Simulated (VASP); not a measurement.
**Ba2Tl5V3O12: single point with PBE**

Ba2Tl5V3O12:

```
Ba V Tl O
1.0
    10.97457    0.00000    0.00000
     0.00000   10.97457    0.00000
     0.00000    0.00000    6.60400
Ba V Tl O
2 3 5 12
Direct
  0.00237 0.50345 0.00263
  0.50325 0.99894 0.99964
  0.49480 0.49608 0.99716
  0.49603 0.00367 0.50714
  0.99945 0.50207 0.50463
  0.49988 0.49740 0.50633
  0.71398 0.29315 0.40002
  0.29212 0.71286 0.40352
  0.71695 0.71495 0.59904
  0.28878 0.28772 0.59464
  0.40674 0.58805 0.15568
  0.59061 0.41489 0.16125
  0.58253 0.58667 0.84450
  0.40947 0.40888 0.84991
  0.58728 0.08355 0.34103
  0.41744 0.08633 0.66737
  0.58186 0.91144 0.67070
  0.41205 0.91409 0.33588
  0.08427 0.59135 0.33601
  0.08500 0.41479 0.66716
  0.91219 0.58623 0.66592
  0.91258 0.41289 0.33962
```

The cell was built by a generator and needn't be a form met in nature.

The cell isn't the ideal one: atoms moved at random, drawn with an rms of 0.05 Å.

```json
{
  "Program": "VASP 6.6.1",
  "Task": "single point",
  "Functional": "PBE",
  "Potentials or basis": "VASP PAW PBE potentials, release 64 (Ba_sv, V_sv, Tl_d, O)",
  "Cutoff": "520 eV",
  "k mesh": "3 × 3 × 4",
  "Occupations": "fermi-dirac, width 0.05 eV",
  "Spin": "collinear spin, ferromagnetic start",
  "Starting moments": "[0.0, 0.0, 2.0, 2.0, 2.0, 0.0, 0.0, 0.0, 0.0, 0.0, 0.0, 0.0, 0.0, 0.0, 0.0, 0.0, 0.0, 0.0, 0.0, 0.0, 0.0, 0.0] μB",
  "Further INCAR settings": "ALGO = Normal; EDIFF = 1e-07; NBANDS = 119"
}
```

- Pressure: 0.9 GPa
- Largest force: 4.332 eV/Å
- Band gap on the k mesh: 2.48 eV, indirect (least direct gap 2.50 eV)
- Net moment: 0.00 μB per cell
- Valence electrons inside the program's atomic spheres: Ba 7.93, 7.94; V 12.18, 12.21, 12.12; Tl 11.16, 11.12, 11.10, 11.11; O 4.96, 4.97, 5.01, 4.99, 5.04, 4.98, 5.00

Forces on the atoms (eV/Å):
```
Ba  -0.068 -0.078  0.216
Ba  -0.016 -0.067  0.674
V    1.416  1.622  2.519
V    2.038 -2.895 -2.496
V    0.148 -0.253 -1.343
Tl  -0.017  0.133 -0.318
Tl  -0.044 -0.105  0.017
Tl   0.007  0.020  0.009
Tl  -0.267  0.035  0.044
Tl  -0.140  0.049  0.005
O   -0.135 -0.098  0.064
O   -0.093 -0.260 -0.060
O    0.479  0.443 -0.748
O   -1.511 -1.685 -1.515
O    0.121  0.411 -0.047
O   -1.917  1.966  1.812
O    0.005  0.135 -0.205
O   -0.141  0.342  0.247
O   -0.171 -0.210  0.342
O    0.402 -0.221  0.223
O   -0.364  0.470  0.536
O    0.269  0.246  0.025
```

Stress tensor (GPa, compression positive):
```
 0.79 -0.20 -0.25
-0.20  0.76  0.58
-0.25  0.58  1.27
```

Levels at points of the mesh, in eV from the valence-band top:
Spin up:
| k point | band 95 | band 96 | band 97 | band 98 | band 99 | band 100 | band 101 | band 102 |
| --- | --- | --- | --- | --- | --- | --- | --- | --- |
| (0.00, 0.00, 0.00) | -0.56 | -0.43 | -0.39 | -0.27 | 2.57 | 2.70 | 2.91 | 3.04 |
| (0.00, 0.00, 0.50) | -0.51 | -0.38 | -0.36 | -0.13 | 2.52 | 2.60 | 2.68 | 3.13 |
Spin down:
| k point | band 94 | band 95 | band 96 | band 97 | band 98 | band 99 | band 100 | band 101 | band 102 | band 103 |
| --- | --- | --- | --- | --- | --- | --- | --- | --- | --- | --- |
| (0.00, 0.00, 0.00) | -0.72 | -0.56 | -0.43 | -0.39 | -0.27 | 2.57 | 2.70 | 2.91 | 3.04 | 3.22 |
| (0.00, 0.00, 0.50) | -0.54 | -0.51 | -0.38 | -0.36 | -0.13 | 2.52 | 2.60 | 2.68 | 3.13 | 3.21 |

Wall time 62 min on 4 MPI ranks on AMD EPYC 7R13 Processor (Zen 3), with other jobs on the host, peak memory 2.8 GiB a rank.

Caveat: spin-orbit coupling is left out, which as a rule narrows the gap of such compounds by several tenths of an eV; an odd mesh through Γ misses points on the zone boundary, where band edges often lie.
